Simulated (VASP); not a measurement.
# Ba4ZrTi3O12 (R3m) in VASP: notebook

One crystal, Ba4ZrTi3O12, is run at these levels: PBEsol; tasks: relaxation of cell and atoms.

Everything below comes from runs of VASP 6.6.1. Logs are shortened: lines on timing, memory, paths and dates and some standing lists are left out, and cuts for length are marked.

### Step 1. The structure

It takes space group R3m (No. 160, trigonal). The conventional cell has a = 11.360 Å, b = 11.360 Å, c = 6.987 Å, α = 90.00°, β = 90.00°, γ = 120.00°. Ba (site symmetry 3m) has 12 O at 2.80 to 2.90 Å as nearest neighbours. Ba (site symmetry m) is surrounded by 12 O at 2.80 to 2.90 Å. Zr (site symmetry 3m) has 6 O at 1.88 to 2.15 Å as nearest neighbours. Ti (site symmetry m) is surrounded by 6 O at 1.88 to 2.15 Å. Around O (site symmetry m) lie 1 Zr at 1.88 Å and 1 Ti at 2.15 Å. Around O (site symmetry m) lie 1 Ti at 1.88 Å and 1 Zr at 2.15 Å. Around O (site symmetry 1) lie 2 Ti at 1.88 to 2.15 Å.

The cell was built by a generator and needn't be a form met in nature.

### Step 2. Relaxation of cell and atoms, PBEsol

INCAR

```
  PREC = Accurate
  ENCUT = 600
  EDIFF = 1E-6
  ISMEAR = 0
  SIGMA = 0.03
  LREAL = F
  LASPH = T
  NELM = 80
  ALGO = Normal
  ISIF = 3
  LWAVE = F
  LCHARG = F
  GGA = PS
  IBRION = 2
  NSW = 90
  EDIFFG = -0.01
  LUSENCCL = F
```

KPOINTS

```
Automatic mesh
0
Gamma
  6 6 5
```

POSCAR

```
Ba4ZrTi3O12
1.0
   -5.6802470600     -3.2794921700      2.3288539600
    5.6802470600     -3.2794921700      2.3288539600
    0.0000000000      6.5589843400      2.3288539600
Ba Zr Ti O
4 1 3 12
Direct
    0.0000000000      0.0000000000      0.0000000000
    0.5000000000      0.5000000000      0.0000000000
    0.5000000000      0.0000000000      0.5000000000
    0.0000000000      0.5000000000      0.5000000000
    0.4845000000      0.4845000000      0.4845000000
    0.9845000000      0.9845000000      0.4845000000
    0.9845000000      0.4845000000      0.9845000000
    0.4845000000      0.9845000000      0.9845000000
    0.2630500000      0.2630500000      0.5086000000
    0.7630500000      0.7630500000      0.5086000000
    0.7630500000      0.2630500000      0.0086000000
    0.2630500000      0.7630500000      0.0086000000
    0.5086000000      0.2630500000      0.2630500000
    0.0086000000      0.7630500000      0.2630500000
    0.0086000000      0.2630500000      0.7630500000
    0.5086000000      0.7630500000      0.7630500000
    0.2630500000      0.5086000000      0.2630500000
    0.7630500000      0.0086000000      0.2630500000
    0.7630500000      0.5086000000      0.7630500000
    0.2630500000      0.0086000000      0.7630500000
```

Potentials or basis: VASP PAW PBE potentials, release 64 (Ba_sv, Zr_sv, Ti_sv, O).

Command:

```
cat potpaw_PBE.64/Ba_sv/POTCAR potpaw_PBE.64/Zr_sv/POTCAR potpaw_PBE.64/Ti_sv/POTCAR potpaw_PBE.64/O/POTCAR > POTCAR
mpirun -np 1 vasp_std > vasp.out
```

OUTCAR:

```text
PREC = Accurate
   ENCUT = 600
   EDIFF = 1E-6
   ISMEAR = 0
   LREAL = F
   LASPH = T
   NELM = 80
   ISIF = 3
   GGA = PS
   IBRION = 2
   NSW = 90
   EDIFFG = -0.01

 ion  position               nearest neighbor table
   1  0.000  0.000  0.000-  16 2.80  19 2.80  10 2.80  11 2.84  12 2.84  15 2.84  20 2.84  14 2.84
                            18 2.84  17 2.90  13 2.90   9 2.90   5 3.38   8 3.45   7 3.45   6 3.45
   2  0.500  0.500  0.000-  15 2.80  20 2.80   9 2.80  11 2.84  12 2.84  19 2.84  16 2.84  13 2.84
                            17 2.84  18 2.90  14 2.90  10 2.90   6 3.38   8 3.45   7 3.45   5 3.45
   3  0.500  0.000  0.500-  14 2.80  17 2.80  12 2.80  10 2.84   9 2.84  13 2.84  18 2.84  16 2.84
                            20 2.84  19 2.90  15 2.90  11 2.90   7 3.38   5 3.45   6 3.45   8 3.45
   4  0.000  0.500  0.500-  13 2.80  18 2.80  11 2.80  10 2.84   9 2.84  17 2.84  14 2.84  15 2.84
                            19 2.84  20 2.90  16 2.90  12 2.90   8 3.38   5 3.45   6 3.45   7 3.45
   5  0.484  0.484  0.484-  13 1.88  17 1.88   9 1.88  16 2.15  19 2.15  10 2.15   1 3.38   3 3.45
                             4 3.45   2 3.45   4 3.52   3 3.52   2 3.52   1 3.60
   6  0.984  0.984  0.484-  14 1.88  18 1.88  10 1.88  15 2.15  20 2.15   9 2.15   2 3.38   3 3.45
                             4 3.45   1 3.45   3 3.52   4 3.52   1 3.52   2 3.60
   7  0.984  0.484  0.984-  15 1.88  19 1.88  11 1.88  17 2.15  14 2.15  12 2.15   3 3.38   2 3.45
                             1 3.45   4 3.45   2 3.52   1 3.52   4 3.52   3 3.60
   8  0.484  0.984  0.984-  16 1.88  20 1.88  12 1.88  18 2.15  13 2.15  11 2.15   4 3.38   2 3.45
                             1 3.45   3 3.45   1 3.52   2 3.52   3 3.52   4 3.60
   9  0.263  0.263  0.509-   5 1.88   6 2.15   2 2.80   3 2.84   4 2.84   1 2.90
  10  0.763  0.763  0.509-   6 1.88   5 2.15   1 2.80   3 2.84   4 2.84   2 2.90
  11  0.763  0.263  0.009-   7 1.88   8 2.15   4 2.80   2 2.84   1 2.84   3 2.90
  12  0.263  0.763  0.009-   8 1.88   7 2.15   3 2.80   2 2.84   1 2.84   4 2.90
  13  0.509  0.263  0.263-   5 1.88   8 2.15   4 2.80   3 2.84   2 2.84   1 2.90
  14  0.009  0.763  0.263-   6 1.88   7 2.15   3 2.80   4 2.84   1 2.84   2 2.90
  15  0.009  0.263  0.763-   7 1.88   6 2.15   2 2.80   1 2.84   4 2.84   3 2.90
  16  0.509  0.763  0.763-   8 1.88   5 2.15   1 2.80   2 2.84   3 2.84   4 2.90
  17  0.263  0.509  0.263-   5 1.88   7 2.15   3 2.80   4 2.84   2 2.84   1 2.90
  18  0.763  0.009  0.263-   6 1.88   8 2.15   4 2.80   3 2.84   1 2.84   2 2.90
  19  0.763  0.509  0.763-   7 1.88   5 2.15   1 2.80   2 2.84   4 2.84   3 2.90
  20  0.263  0.009  0.763-   8 1.88   6 2.15   2 2.80   1 2.84   3 2.84   4 2.90

  LATTYP: Found a trigonal (rhomboedric) cell.
 ALAT       =     6.9601606535
 COS(alpha) =    -0.3320665377

  Lattice vectors:

 A1 = (  -5.6802470600,  -3.2794921700,   2.3288539600)
 A2 = (   5.6802470600,  -3.2794921700,   2.3288539600)
 A3 = (   0.0000000000,   6.5589843400,   2.3288539600)

Analysis of symmetry for initial positions (statically):
=====================================================================
 Subroutine PRICEL returns:
 Original cell was already a primitive cell.

[... 216 lines left out ...]
   NGX = 27   NGY = 27   NGZ = 27

--------------------------------------- Ionic step        1  -------------------------------------------

 number of electron     159.9999987 magnetization

 Free energy of the ion-electron system (eV)
  ---------------------------------------------------
  ext. energy  EPLUGINS =         0.00000000
  ---------------------------------------------------
  free energy    TOTEN  =      -168.69424674 eV

  energy without entropy =     -168.69424674  energy(sigma->0) =     -168.69424674

------------------------ aborting loop because EDIFF is reached ----------------------------------------

  FORCE on cell =-STRESS in cart. coord.  units (eV):
  Direction    XX          YY          ZZ          XY          YZ          ZX
  --------------------------------------------------------------------------------------
  -------------------------------------------------------------------------------------
  Total       10.3615564     10.3615564      8.8575306      0.0000000      0.0000000      0.0000000
  in kB       63.7776108     63.7776109     54.5200083      0.0000000      0.0000000      0.0000000
  external PRESSURE =      60.6917433 kB  Pullay stress =       0.0000000 kB
[... 143 lines left out ...]
  FREE ENERGIE OF THE ION-ELECTRON SYSTEM (eV)
  ---------------------------------------------------
  free  energy   TOTEN  =      -169.5019836089 eV

  energy  without entropy=     -169.5019836089  energy(sigma->0) =     -169.50198361

[... ionic steps 4 to 14 ...]

--------------------------------------- Ionic step       15  -------------------------------------------

 number of electron     160.0000010 magnetization

------------------------ aborting loop because EDIFF is reached ----------------------------------------
[... 103 lines left out ...]
--------------------------------------- Ionic step       17  -------------------------------------------

 number of electron     160.0000010 magnetization

 Free energy of the ion-electron system (eV)
  ---------------------------------------------------
  ext. energy  EPLUGINS =         0.00000000
  ---------------------------------------------------
  free energy    TOTEN  =      -169.65525216 eV

  energy without entropy =     -169.65525216  energy(sigma->0) =     -169.65525216

 E-fermi :   3.7870     XC(G=0): -11.3557

 val. band max:        3.5985275346   @ k =   0.5000   0.5000   0.4000
 cond. band min:       6.1186352287   @ k =   0.0000   0.0000   0.0000
 fundamental gap:      2.5201076940
 Fermi energy:         3.7869579678

 k-point     1 :       0.0000    0.0000    0.0000
  band No.  band energies     occupation
      1     -52.3076      2.00000
      2     -52.3063      2.00000
      3     -52.3063      2.00000
      4     -43.5285      2.00000
      5     -28.7361      2.00000
      6     -28.7317      2.00000
[... 2269 lines left out ...]
     91       8.6332      0.00000
     92       8.8595      0.00000

 [... further k-points ...]

 [bands above 92 left out]

------------------------ aborting loop because EDIFF is reached ----------------------------------------

  FORCE on cell =-STRESS in cart. coord.  units (eV):
  Direction    XX          YY          ZZ          XY          YZ          ZX
  --------------------------------------------------------------------------------------
  -------------------------------------------------------------------------------------
  Total       -0.0020200     -0.0020200      0.0026181     -0.0000000      0.0000000      0.0000000
  in kB       -0.0121371     -0.0121371      0.0157309     -0.0000000      0.0000000      0.0000000
  external PRESSURE =      -0.0028478 kB  Pullay stress =       0.0000000 kB
[... 35 lines left out ...]
  FREE ENERGIE OF THE ION-ELECTRON SYSTEM (eV)
  ---------------------------------------------------
  free  energy   TOTEN  =      -169.6552521550 eV

  energy  without entropy=     -169.6552521550  energy(sigma->0) =     -169.65525216

 reached required accuracy - stopping structural energy minimisation
```

CONTCAR:

```text
Ba4ZrTi3O12
    1.000000000000000
    -5.7292524780719170   -3.3077854613371893    2.3450923820995611
     5.7292524780719170   -3.3077854613371893    2.3450923820995611
    -0.0000000000000000    6.6155709226743786    2.3450923820995611
  Ba              Zr              Ti              O
     4     1     3    12
Direct
     0.9993251056853212    0.9993251056853212    0.9993251056853212
     0.4976945187887268    0.4976945187887268    0.9983298610662766
     0.4976945187887271    0.9983298610662763    0.4976945187887268
     0.9983298610662763    0.4976945187887271    0.4976945187887268
     0.5034115111138016    0.5034115111138016    0.5034115111138016
     0.9892544487485246    0.9892544487485246    0.4768021557496772
[... 12 lines left out ...]
     0.7668732520383412    0.5108847540087728    0.7668732520383639
     0.2635036618451685    0.0069385413304193    0.7637399132861148

  0.00000000E+00  0.00000000E+00  0.00000000E+00
  0.00000000E+00  0.00000000E+00  0.00000000E+00
  0.00000000E+00  0.00000000E+00  0.00000000E+00
  0.00000000E+00  0.00000000E+00  0.00000000E+00
  0.00000000E+00  0.00000000E+00  0.00000000E+00
  0.00000000E+00  0.00000000E+00  0.00000000E+00
[... 12 lines left out ...]
  0.00000000E+00  0.00000000E+00  0.00000000E+00
  0.00000000E+00  0.00000000E+00  0.00000000E+00
```

Run time: 2.4 h. Hardware: 1 × NVIDIA H100 80GB with 1 thread of AMD EPYC 7R13 (Zen 3), shared host; peak memory 2.3 GiB.

Results:

```yaml
Free_energy: -169.6553 eV
Relaxed_volume: 13.33 Å³/atom
Relaxed_cell: a = 7.019 Å, b = 7.019 Å, c = 7.019 Å, α = 109.42°, β = 109.42°, γ = 109.42°
Space_group_after_relaxing_to_0.05_Å: R3m (No. 160)
Energy_gained_by_relaxing: 48.1 meV/atom
Ionic_steps: 17
Pressure_after_relaxing: 0.0 GPa
Largest_force_after_relaxing: 0.006 eV/Å
Band_gap_on_the_k_mesh: 2.52 eV, indirect (least direct gap 2.59 eV)
```

Forces on the atoms (eV/Å):
```
Ba   0.000  0.000  0.003
Ba   0.000  0.001  0.002
Ba   0.001  0.000  0.002
Ba  -0.001  0.000  0.002
Zr   0.000  0.000  0.006
Ti   0.000  0.001 -0.001
Ti   0.001 -0.001 -0.001
Ti  -0.001 -0.001 -0.001
O    0.000 -0.001  0.000
O    0.000  0.000 -0.004
O   -0.001 -0.001  0.000
O    0.001 -0.001  0.000
O    0.001  0.001  0.000
O    0.001  0.000  0.000
O    0.001  0.001  0.000
O    0.000  0.000 -0.004
O   -0.001  0.001  0.000
O   -0.001  0.000  0.000
O    0.000  0.000 -0.004
O   -0.001  0.001  0.000
```

The path:
```
step  energy change (eV)  largest force (eV/Å)  pressure (GPa)  volume (Å³)
   1              0.0000                4.0442            6.07       260.30
   2              0.0267                1.9712           -7.33       279.31
   3             -0.8077                1.0583           -1.65       268.63
   4             -0.8082                1.0440           -1.53       268.46
   5             -0.9297                0.6124            0.52       265.27
   6             -0.9297                0.6201            0.54       265.25
   7             -0.9539                0.2704            0.13       266.20
   8             -0.9569                0.1489           -0.05       266.68
   9             -0.9596                0.0648            0.05       266.64
  10             -0.9597                0.0785            0.07       266.63
  11             -0.9608                0.0186           -0.06       266.86
  12             -0.9608                0.0240           -0.08       266.88
  13             -0.9609                0.0158            0.04       266.65
  14             -0.9609                0.0121            0.02       266.69
  15             -0.9610                0.0115           -0.02       266.70
  16             -0.9610                0.0112           -0.01       266.70
  17             -0.9610                0.0058            0.00       266.65
```

Final structure:
```xyz
20
Lattice="-5.7293 -3.3078 2.3451 5.7293 -3.3078 2.3451 0.0000 6.6156 2.3451" Properties=species:S:1:pos:R:3 pbc="T T T"
Ba    0.0000    0.0000    7.0305
Ba    0.0000    3.3120    4.6755
Ba    2.8683   -1.6560    4.6755
Ba   -2.8683   -1.6560    4.6755
Zr    0.0000    0.0000    3.5416
Ti    0.0000   -3.3902    5.7579
Ti   -2.9360    1.6951    5.7579
Ti    2.9360    1.6951    5.7579
O     0.0000    1.7213    2.3733
O     0.0000   -1.6935    4.7948
O    -2.8660   -3.3520    2.4253
O     2.8660   -3.3520    2.4253
O    -1.4907   -0.8607    2.3733
O     4.3359   -0.8060    2.4253
O     1.4699    4.1580    2.4253
O     1.4666    0.8468    4.7948
O     1.4907   -0.8607    2.3733
O    -4.3359   -0.8060    2.4253
O    -1.4666    0.8468    4.7948
O    -1.4699    4.1580    2.4253
```

Caveat: the PAW data sets were made with another functional, which shifts forces and pressure a little; spin-orbit coupling is left out, which moves the levels of the heavy elements; an odd mesh through Γ misses points on the zone boundary, where band edges often lie. PBEsol gaps usually lie below the measured ones, often by a third to a half.

### Step 3. Relaxation of cell and atoms, PBEsol

This run uses another cell than the first one, of 13.33 Å³/atom, 1.024 times its volume.

INCAR, as its differences from that of step 2:

```diff
@@ -2,3 +2,3 @@
   ENCUT = 600
-  EDIFF = 1E-6
+  EDIFF = 1E-7
   ISMEAR = 0
@@ -15,3 +15,3 @@
   NSW = 90
-  EDIFFG = -0.01
+  EDIFFG = -0.005
   LUSENCCL = F
```

KPOINTS is that of step 2.

POSCAR

```
Ba4ZrTi3O12                             
1.0
   -5.7292524781     -3.3077854613      2.3450923821
    5.7292524781     -3.3077854613      2.3450923821
   -0.0000000000      6.6155709227      2.3450923821
  Ba              Zr              Ti              O             
     4     1     3    12
Direct
     0.9993251056853212    0.9993251056853212    0.9993251056853212
     0.4976945187887268    0.4976945187887268    0.9983298610662766
     0.4976945187887271    0.9983298610662763    0.4976945187887268
     0.9983298610662763    0.4976945187887271    0.4976945187887268
     0.5034115111138016    0.5034115111138016    0.5034115111138016
     0.9892544487485246    0.9892544487485246    0.4768021557496772
     0.9892544487485163    0.4768021557496854    0.9892544487485246
     0.4768021557496854    0.9892544487485163    0.9892544487485246
     0.2506137219099921    0.2506137219099921    0.5108104964815443
     0.7668732520383639    0.7668732520383639    0.5108847540087499
     0.7637399132861149    0.2635036618451695    0.0069385413304182
     0.2635036618451695    0.7637399132861149    0.0069385413304182
     0.5108104964814615    0.2506137219100751    0.2506137219099921
     0.0069385413304193    0.7637399132861138    0.2635036618451697
     0.0069385413304193    0.2635036618451685    0.7637399132861148
     0.5108847540087728    0.7668732520383412    0.7668732520383639
     0.2506137219100751    0.5108104964814615    0.2506137219099921
     0.7637399132861138    0.0069385413304193    0.2635036618451697
     0.7668732520383412    0.5108847540087728    0.7668732520383639
     0.2635036618451685    0.0069385413304193    0.7637399132861148
```

Potentials or basis: VASP PAW PBE potentials, release 64 (Ba_sv, Zr_sv, Ti_sv, O).

Command:

```
cat potpaw_PBE.64/Ba_sv/POTCAR potpaw_PBE.64/Zr_sv/POTCAR potpaw_PBE.64/Ti_sv/POTCAR potpaw_PBE.64/O/POTCAR > POTCAR
mpirun -np 1 vasp_std > vasp.out
```

It took 25 min on 1 × NVIDIA H100 80GB with 1 thread of AMD EPYC 7R13 (Zen 3), shared host; peak memory 2.3 GiB.

The run converged. Its results:

| Property | Result |
| --- | --- |
| Free energy | -169.6674 eV |
| Relaxed volume | 13.33 Å³/atom |
| Relaxed cell | a = 7.018 Å, b = 7.018 Å, c = 7.018 Å, α = 109.42°, β = 109.42°, γ = 109.42° |
| Space group after relaxing (to 0.05 Å) | R3m (No. 160) |
| Energy gained by relaxing | 0.0 meV/atom |
| Ionic steps | 2 |
| Pressure after relaxing | 0.0 GPa |
| Largest force after relaxing | 0.004 eV/Å |
| Band gap on the k mesh | 2.52 eV, indirect (least direct gap 2.59 eV) |

Forces in eV/Å, atoms in the order of the input:
```
Ba   0.000  0.000  0.004
Ba   0.000  0.001  0.001
Ba   0.001 -0.001  0.001
Ba  -0.001 -0.001  0.001
Zr   0.000  0.000 -0.001
Ti   0.000  0.000  0.003
Ti   0.000  0.000  0.003
Ti   0.000  0.000  0.003
O    0.000  0.001 -0.001
O    0.000 -0.001 -0.001
O    0.000  0.001 -0.001
O    0.000  0.001 -0.001
O   -0.001 -0.001 -0.001
O   -0.001 -0.001 -0.001
O   -0.001  0.000 -0.001
O    0.001  0.001 -0.001
O    0.001 -0.001 -0.001
O    0.001 -0.001 -0.001
O   -0.001  0.001 -0.001
O    0.001  0.000 -0.001
```

Final structure:
```
Ba Zr Ti O
1.0
    -5.72880   -3.30753    2.34495
     5.72880   -3.30753    2.34495
     0.00000    6.61505    2.34495
Ba Zr Ti O
4 1 3 12
Direct
  0.99934 0.99934 0.99934
  0.49771 0.49771 0.99834
  0.49771 0.99834 0.49771
  0.99834 0.49771 0.49771
  0.50345 0.50345 0.50345
  0.98924 0.98924 0.47680
  0.98924 0.47680 0.98924
  0.47680 0.98924 0.98924
  0.25061 0.25061 0.51080
  0.76684 0.76684 0.51086
  0.76375 0.26351 0.00694
  0.26351 0.76375 0.00694
  0.51080 0.25061 0.25061
  0.00694 0.76375 0.26351
  0.00694 0.26351 0.76375
  0.51086 0.76684 0.76684
  0.25061 0.51080 0.25061
  0.76375 0.00694 0.26351
  0.76684 0.51086 0.76684
  0.26351 0.00694 0.76375
```

Levels at points of the mesh, in eV from the valence-band top:
| k point | band 76 | band 77 | band 78 | band 79 | band 80 | band 81 | band 82 | band 83 | band 84 | band 85 |
| --- | --- | --- | --- | --- | --- | --- | --- | --- | --- | --- |
| (0.00, 0.00, 0.00) | -0.35 | -0.35 | -0.07 | -0.07 | -0.07 | 2.52 | 2.52 | 2.63 | 3.97 | 3.97 |
| (0.50, 0.00, 0.00) | -0.52 | -0.50 | -0.50 | -0.48 | -0.42 | 3.24 | 3.35 | 3.38 | 3.49 | 3.50 |
| (0.50, 0.50, 0.00) | -0.52 | -0.51 | -0.50 | -0.47 | -0.42 | 3.20 | 3.28 | 3.43 | 3.51 | 3.51 |

Caveat: the PAW data sets were made with another functional, which shifts forces and pressure a little; spin-orbit coupling is left out, which moves the levels of the heavy elements; an odd mesh through Γ misses points on the zone boundary, where band edges often lie. PBEsol gaps usually lie below the measured ones, often by a third to a half.
